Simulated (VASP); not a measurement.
```
SnO2
1.0
    5.10878     0.00000     0.00000
    0.00000     5.10878     0.00000
    0.00000     0.00000     5.10878
Sn O
4 8
Direct
  0.00000   0.50000   0.50000
  0.50000   0.50000   0.00000
  0.50000   0.00000   0.50000
  0.00000   0.00000   0.00000
  0.33948   0.16052   0.83948
  0.66052   0.83948   0.16052
  0.16052   0.83948   0.33948
  0.83948   0.16052   0.66052
  0.83948   0.33948   0.16052
  0.16052   0.66052   0.83948
  0.66052   0.66052   0.66052
  0.33948   0.33948   0.33948
```

Calculation: r2SCAN meta-GGA, VASP's PBE PAW potentials (set 64) (plane waves; VASP). Numerical set-up: 520 eV cut-off, 5×5×5 Γ-centred mesh, tetrahedra with Blöchl corrections, potentials Sn_d O.

Unless said otherwise, spin-orbit coupling is left out, though it shifts the bands of the heavy elements here.

Question: Give the energies of bands 40 to 53 at the high-symmetry points, in eV from the valence-band maximum.

Answer: 
```tsv
band	Γ	X	M	R	X1
40	-2.11	-3.04	-2.93	-3.69	-3.04
41	-2.11	-1.72	-2.09	-1.70	-1.72
42	-2.11	-1.72	-2.09	-1.70	-1.72
43	-1.83	-1.51	-2.09	-1.70	-1.51
44	-1.03	-1.51	-2.09	-1.70	-1.51
45	-1.03	-1.41	-1.19	-1.17	-1.41
46	-1.03	-1.41	-1.19	-1.17	-1.41
47	-0.67	-0.70	-1.19	-1.17	-0.70
48	-0.67	-0.70	-1.19	-1.17	-0.70
49	-0.27	-0.48	-0.32	-0.66	-0.48
50	-0.08	-0.48	-0.32	-0.66	-0.48
51	-0.08	-0.01	-0.32	-0.66	-0.01
52	-0.08	-0.01	-0.32	-0.66	-0.01
53	1.57	4.68	5.60	6.12	4.68
```

The gap is indirect, 1.58 eV, from the valence maximum at X-M at 0.29 to the conduction minimum at Γ.

The structure comes from a computed database's SnO2 entry (Pa-3); how it stands against other phases isn't given here. It was relaxed first.
